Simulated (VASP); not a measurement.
Level of theory: G0W0 on PBE orbitals, VASP's PBE PAW potentials (set 64) (plane waves; VASP).

A VASP calculation is set up with these files.

**POSCAR**
```
ZnSe
3.9551080
  0.0000000000   0.7071068603   0.7071068603
  0.7071068603   0.0000000000   0.7071068603
  0.7071068603   0.7071068603   0.0000000000
Zn Se
1 1
Direct
  0.0000000000   0.0000000000   0.0000000000
  0.2500000000   0.2500000000   0.2500000000
```

### INCAR
```
SYSTEM = ZnSe
PREC = Normal
ENCUT = 500
ALGO = EVGW0
LREAL = .FALSE.
LASPH = .TRUE.
ISMEAR = 0
SIGMA = 0.01
GGA = PE
LWAVE = .FALSE.
LCHARG = .FALSE.
NELMGW = 1
NBANDS = 160
NOMEGA = 64
ENCUTGW = 200
NBANDSGW = 21
LSPECTRALGW = .TRUE.
```

### KPOINTS
```
Automatic mesh
0
Gamma
4 4 4
0 0 0
```

POTCAR, in this order: Zn_sv_GW Se_GW (PBE.64 set). Program: vasp_std. Read from the step before: WAVECAR, WAVEDER.

The resulting files:

### OUTCAR
```
 ion  position               nearest neighbor table
   1  0.000  0.000  0.000-   2 2.42   2 2.42   2 2.42   2 2.42
   2  0.250  0.250  0.250-   1 2.42   1 2.42   1 2.42   1 2.42
  LATTYP: Found a face centered cubic cell.
 ALAT       =     5.5933680000
 Subroutine PRICEL returns:
 Original cell was already a primitive cell.
 Subroutine GETGRP returns: Found 24 space group operations
The static configuration has the point symmetry T_d .
The dynamic configuration has the point symmetry T_d .
 Subroutine INISYM returns: Found 24 space group operations
 Subroutine IBZKPT returns following result:
 Found      8 irreducible k-points:

 Following reciprocal coordinates:
            Coordinates               Weight
  0.000000  0.000000  0.000000      1.000000
  0.250000  0.000000  0.000000      8.000000
  0.500000  0.000000  0.000000      4.000000
  0.250000  0.250000  0.000000      6.000000
  0.500000  0.250000  0.000000     24.000000
 -0.250000  0.250000  0.000000     12.000000
  0.500000  0.500000  0.000000      3.000000
 -0.250000  0.500000  0.250000      6.000000
 Subroutine IBZKPT_HF returns following result:
   k-points           NKPTS =      8   k-points in BZ     NKDIM =     64   number of bands    NBANDS=    160
   number of dos      NEDOS =    301   number of ions     NIONS =      2
   total plane-waves  NPLWV =  13824
   dimension x,y,z NGX =    24 NGY =   24 NGZ =   24
   dimension x,y,z NGXF=    48 NGYF=   48 NGZF=   48
   ions per type =               1   1
   PREC   = normal    normal or accurate (medium, high low for compatibility)
   ISTART =      1    job   : 0-new  1-cont  2-samecut
   ICHARG =      0    charge: 1-file 2-atom 10-const
   ISPIN  =      1    spin polarized calculation?
   LNONCOLLINEAR =      F non collinear calculations
   LSORBIT =      F    spin-orbit coupling
   INIWAV =      1    electr: 0-lowe 1-rand  2-diag
   ENCUT  =  500.0 eV  36.75 Ry    6.06 a.u.   7.21  7.21  7.21*2*pi/ulx,y,z
   NELM   =     60;   NELMIN=  2; NELMDL=  0     # of ELM steps
...
```

### OSZICAR
```
energies w=
    0.000    0.000    1.344    0.000    2.684    0.000    4.019    0.000
    5.346    0.000    6.662    0.000    7.966    0.000    9.255    0.000
   10.529    0.000   11.787    0.000   13.028    0.000   14.253    0.000
   15.461    0.000   16.653    0.000   17.830    0.000   18.993    0.000
   20.144    0.000   21.284    0.000   22.415    0.000   23.539    0.000
   24.657    0.000   25.771    0.000   26.885    0.000   28.000    0.000
   29.118    0.000   30.243    0.000   31.377    0.000   32.523    0.000
   33.684    0.000   34.863    0.000   36.064    0.000   37.291    0.000
   38.549    0.000   39.841    0.000   41.173    0.000   42.550    0.000
   43.979    0.000   45.467    0.000   47.022    0.000   48.653    0.000
   50.369    0.000   52.184    0.000   54.110    0.000   56.164    0.000
   58.363    0.000   60.731    0.000   63.293    0.000   66.079    0.000
   69.128    0.000   72.486    0.000   76.208    0.000   80.365    0.000
   85.045    0.000   90.360    0.000   96.456    0.000  103.525    0.000
  111.828    0.000  121.721    0.000  133.712    0.000  148.545    0.000
  167.355    0.000  191.969    0.000  225.528    0.000  273.911    0.000
NQ=   1    0.0000    0.0000    0.0000,
 performed        298000 updates of chi_q(r,r)
NQ=   2    0.2500    0.0000    0.0000,
 performed        784000 updates of chi_q(r,r)
NQ=   3    0.5000    0.0000    0.0000,
 performed       1216000 updates of chi_q(r,r)
NQ=   4    0.2500    0.2500    0.0000,
 performed       1702000 updates of chi_q(r,r)
NQ=   5    0.5000    0.2500    0.0000,
 performed       2336000 updates of chi_q(r,r)
NQ=   6   -0.2500    0.2500    0.0000,
 performed       2916000 updates of chi_q(r,r)
NQ=   7    0.5000    0.5000    0.0000,
 performed       3308000 updates of chi_q(r,r)
NQ=   8   -0.2500    0.5000    0.2500,
 performed       3781000 updates of chi_q(r,r)
 resolving degeneracies of screened two electron integrals
```

File OUTCAR:
```


 k-point   1 :       0.0000    0.0000    0.0000
  band No.  KS-energies  QP-energies   sigma(KS)   V_xc(KS)     V^pw_x(r,r')   Z            occupation Imag(sigma)

      1    -122.3318    -132.7452     -53.9111     -38.6743     -68.8799       0.6834       2.0000       2.5440
      2     -76.5210     -83.3508     -47.4384     -37.6064     -61.3266       0.6947       2.0000       2.5749
      3     -76.5210     -83.3508     -47.4384     -37.6064     -61.3266       0.6947       2.0000       2.5749
      4     -76.5210     -83.3508     -47.4384     -37.6064     -61.3266       0.6947       2.0000       2.5749
      5     -10.5282     -11.7959     -14.1850     -12.4727     -20.0697       0.7403       2.0000       1.9496
      6      -3.7199      -5.5436     -31.8572     -29.2948     -40.4289       0.7117       2.0000       0.9749
      7      -3.7199      -5.5436     -31.8572     -29.2948     -40.4289       0.7117       2.0000       0.9749
      8      -3.7199      -5.5436     -31.8572     -29.2948     -40.4289       0.7117       2.0000       0.9749
      9      -3.3150      -5.1920     -33.8203     -31.1951     -42.7405       0.7150       2.0000       0.9298
     10      -3.3150      -5.1920     -33.8203     -31.1951     -42.7405       0.7150       2.0000       0.9298
     11       2.9937       2.0543     -16.3884     -15.1981     -18.3377       0.7892       2.0000       0.3671
     12       2.9937       2.0543     -16.3884     -15.1981     -18.3377       0.7892       2.0000       0.3671
     13       2.9937       2.0543     -16.3884     -15.1981     -18.3377       0.7892       2.0000       0.3671
     14       4.4144       4.9360     -10.4987     -11.1408      -6.7468       0.8122       0.0000      -0.3565
     15       8.7552       9.2351      -9.9803     -10.5749      -5.8368       0.8072       0.0000      -0.4770
     16       8.7552       9.2351      -9.9803     -10.5749      -5.8368       0.8072       0.0000      -0.4770
     17       8.7552       9.2351      -9.9803     -10.5749      -5.8368       0.8072       0.0000      -0.4770
     18      13.0508      13.5272      -8.6184      -9.2043      -3.5207       0.8131       0.0000      -0.7784
     19      14.5042      15.0854     -10.4805     -11.2004      -5.8491       0.8073       0.0000      -0.7149
     20      14.5042      15.0854     -10.4805     -11.2004      -5.8491       0.8073       0.0000      -0.7149
     21      16.1061      16.4025      -7.7396      -8.0996      -2.6850       0.8232       0.0000      -0.9724

 k-point   2 :       0.2500    0.0000    0.0000
  band No.  KS-energies  QP-energies   sigma(KS)   V_xc(KS)     V^pw_x(r,r')   Z            occupation Imag(sigma)

      1    -122.3317    -132.7764     -53.9112     -38.6743     -68.8801       0.6855       2.0000       2.5440
      2     -76.5214     -83.3315     -47.4380     -37.6062     -61.3260       0.6927       2.0000       2.5746
      3     -76.5214     -83.3315     -47.4380     -37.6062     -61.3260       0.6927       2.0000       2.5746
      4     -76.5214     -83.3315     -47.4380     -37.6062     -61.3260       0.6927       2.0000       2.5746
      5     -10.1342     -11.3722     -14.4347     -12.7635     -20.2230       0.7408       2.0000       1.8715
      6      -3.6651      -5.4841     -31.5695     -29.0235     -40.0391       0.7145       2.0000       0.9693
      7      -3.6651      -5.4841     -31.5695     -29.0235     -40.0391       0.7145       2.0000       0.9693
      8      -3.6651      -5.4841     -31.5695     -29.0235     -40.0391       0.7145       2.0000       0.9693
      9      -3.3157      -5.1896     -33.8110     -31.1875     -42.7359       0.7143       2.0000       0.9318
     10      -3.3157      -5.1896     -33.8110     -31.1875     -42.7359       0.7143       2.0000       0.9318
     11      -0.1673      -1.2794     -16.3065     -14.8797     -19.1004       0.7795       2.0000       0.5444
     12       2.4800       1.5060     -15.8327     -14.5963     -17.8015       0.7878       2.0000       0.3867
     13       2.4800       1.5060     -15.8327     -14.5963     -17.8015       0.7878       2.0000       0.3867
     14       5.8156       6.3300     -10.5199     -11.1558      -6.6610       0.8089       0.0000      -0.3889
     15       9.4143       9.9151     -10.1337     -10.7555      -5.8951       0.8053       0.0000      -0.5125
     16       9.4143       9.9151     -10.1337     -10.7555      -5.8951       0.8053       0.0000      -0.5125
     17       9.6559      10.1219     -10.2268     -10.8058      -5.9113       0.8049       0.0000      -0.5454
     18      13.4513      13.9062      -9.6663     -10.2270      -5.1299       0.8113       0.0000      -0.6848
     19      13.4513      13.9062      -9.6663     -10.2270      -5.1299       0.8113       0.0000      -0.6848
     20      13.7539      14.0266      -7.6314      -7.9654      -2.7681       0.8164       0.0000      -0.7807
     21      17.1839      17.7799      -9.1016      -9.8323      -3.7276       0.8156       0.0000      -1.0358

 k-point   3 :       0.5000    0.0000    0.0000
  band No.  KS-energies  QP-energies   sigma(KS)   V_xc(KS)     V^pw_x(r,r')   Z            occupation Imag(sigma)

      1    -122.3316    -132.8657     -53.9112     -38.6743     -68.8801       0.6913       2.0000       2.5440
      2     -76.5214     -83.3187     -47.4378     -37.6061     -61.3256       0.6914       2.0000       2.5743
      3     -76.5214     -83.3187     -47.4378     -37.6061     -61.3256       0.6914       2.0000       2.5743
      4     -76.5214     -83.3187     -47.4378     -37.6061     -61.3256       0.6914       2.0000       2.5743
      5      -9.6635     -10.8611     -14.8701     -13.2525     -20.5698       0.7404       2.0000       1.7728
      6      -3.6252      -5.4594     -32.2225     -29.6517     -40.8501       0.7135       2.0000       0.9662
      7      -3.6252      -5.4594     -32.2225     -29.6517     -40.8501       0.7135       2.0000       0.9662
      8      -3.2949      -5.1699     -33.9226     -31.2995     -42.8776       0.7148       2.0000       0.9344
      9      -3.2949      -5.1699     -33.9226     -31.2995     -42.8776       0.7148       2.0000       0.9344
     10      -3.1413      -4.9979     -33.4789     -30.8962     -42.3194       0.7188       2.0000       0.9450
     11      -2.5108      -3.7565     -12.7102     -11.1108     -15.4643       0.7788       2.0000       0.7707
     12       2.0622       1.0536     -15.3926     -14.1113     -17.3997       0.7872       2.0000       0.4083
     13       2.0622       1.0536     -15.3926     -14.1113     -17.3997       0.7872       2.0000       0.4083
     14       5.5770       6.0730     -10.5725     -11.1846      -6.7976       0.8104       0.0000      -0.3792
     15       9.3412       9.7891      -9.9749     -10.5293      -5.8644       0.8079       0.0000      -0.5019
     16       9.3412       9.7891      -9.9749     -10.5293      -5.8644       0.8079       0.0000      -0.5019
     17      11.6514      11.9389      -8.6048      -8.9611      -3.9295       0.8068       0.0000      -0.7080
     18      14.1450      14.6486      -8.8639      -9.4854      -3.6988       0.8103       0.0000      -0.8531
     19      16.2170      16.8630      -9.7751     -10.5720      -4.5380       0.8106       0.0000      -0.9249
     20      16.2170      16.8630      -9.7751     -10.5720      -4.5380       0.8106       0.0000      -0.9249
     21      17.5053      18.3737     -10.0949     -11.1570      -4.5861       0.8176       0.0000      -1.0918

 k-point   4 :       0.2500    0.2500    0.0000
  band No.  KS-energies  QP-energies   sigma(KS)   V_xc(KS)     V^pw_x(r,r')   Z            occupation Imag(sigma)

      1    -122.3317    -132.7976     -53.9112     -38.6743     -68.8800       0.6869       2.0000       2.5440
      2     -76.5213     -83.3480     -47.4380     -37.6062     -61.3259       0.6943       2.0000       2.5745
      3     -76.5213     -83.3480     -47.4380     -37.6062     -61.3259       0.6943       2.0000       2.5745
      4     -76.5213     -83.3480     -47.4380     -37.6062     -61.3259       0.6943       2.0000       2.5745
      5     -10.0016     -11.2307     -14.5241     -12.8665     -20.2815       0.7415       2.0000       1.8459
      6      -3.7464      -5.5313     -30.0152     -27.5265     -38.0885       0.7172       2.0000       0.9705
      7      -3.5993      -5.4373     -32.3150     -29.7449     -40.9621       0.7151       2.0000       0.9672
      8      -3.5993      -5.4373     -32.3150     -29.7449     -40.9621       0.7151       2.0000       0.9672
      9      -3.3447      -5.2088     -33.5508     -30.9355     -42.4253       0.7128       2.0000       0.9353
     10      -3.2887      -5.1666     -33.9299     -31.3045     -42.8761       0.7153       2.0000       0.9301
     11       0.0413      -1.0254     -17.1467     -15.7779     -19.9738       0.7793       2.0000       0.5263
     12       1.6502       0.6156     -15.0980     -13.7832     -17.1656       0.7869       2.0000       0.4260
     13       1.6502       0.6156     -15.0980     -13.7832     -17.1656       0.7869       2.0000       0.4260
     14       6.8711       7.2353      -9.7176     -10.1658      -5.9027       0.8126       0.0000      -0.4131
     15       7.0946       7.5716     -10.7364     -11.3287      -6.8216       0.8052       0.0000      -0.4313
     16      11.0953      11.6845     -10.5563     -11.2912      -5.9588       0.8017       0.0000      -0.6210
     17      11.0953      11.6845     -10.5563     -11.2912      -5.9588       0.8017       0.0000      -0.6210
     18      11.2957      11.6604      -9.3856      -9.8346      -5.1057       0.8122       0.0000      -0.5894
     19      15.3714      15.9708     -10.1258     -10.8665      -5.2751       0.8093       0.0000      -0.7825
     20      17.0203      17.6787      -9.3098     -10.1159      -3.8523       0.8167       0.0000      -1.0406
     21      18.3592      18.7800      -7.9955      -8.5056      -2.8305       0.8251       0.0000      -1.0769

 k-point   5 :       0.5000    0.2500    0.0000
  band No.  KS-energies  QP-energies   sigma(KS)   V_xc(KS)     V^pw_x(r,r')   Z            occupation Imag(sigma)

      1    -122.3316    -132.9488     -53.9112     -38.6743     -68.8801       0.6968       2.0000       2.5440
      2     -76.5214     -83.3038     -47.4377     -37.6060     -61.3254       0.6899       2.0000       2.5742
      3     -76.5214     -83.3038     -47.4377     -37.6060     -61.3254       0.6899       2.0000       2.5742
      4     -76.5214     -83.3038     -47.4377     -37.6060     -61.3254       0.6899       2.0000       2.5742
      5      -9.5265     -10.7188     -14.9869     -13.3823     -20.6627       0.7430       2.0000       1.7472
...
```
(Selected blocks of OUTCAR.)

The mesh is coarse and the basis finite, so the quasiparticle values are not converged. VASP warned that its frequency grid is unfit for quasiparticle energies.

The compound is ZnSe in the zinc blende structure. This cell is one point of a volume scan, at 0.96 of the reference volume. The k-mesh is coarse (spacing up to 0.49 per Å, 2π included), so the numbers may not be converged in it.
